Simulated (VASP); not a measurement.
# SiMo (relaxed from the FeSi structure, space group P2_13): computed properties

Level of theory: PBEsol GGA, VASP's PBE PAW potentials (set 64) (plane waves; VASP 6.6.1).

| Quantity | Result |
|---|---|
| space group | P2_13 (198) |
| cell | a = b = c = 4.8354 Å, α = β = γ = 90.00° |
| volume per atom | 14.13 Å³/atom |
| band gap (over mesh and band path) | none (metal, semimetal or under 0.01 eV) |
| density | 7.29 g/cm³ |

MoSi has the cubic space group P2₁3 (No. 198), Pearson symbol cP8. Cell: a = b = c = 4.8354 Å, α = β = γ = 90.00°. Mo on 4a has 1 Si at 2.425 Å and 3 Si at 2.559 Å and 3 Si at 2.689 Å and 6 Mo at 2.966 Å. Si on 4a is surrounded by 1 Mo at 2.425 Å and 3 Mo at 2.559 Å and 3 Mo at 2.689 Å. (Neighbours: up to the widest gap in distance over summed covalent radii, below 1.35, at either atom; cation-cation and far metal-metal contacts left out.)

The structure was generated: SiMo was put into the FeSi type (P2_13), which need not be its known phase. It was relaxed first. Symmetry was kept, so distortions that lower it aren't found.
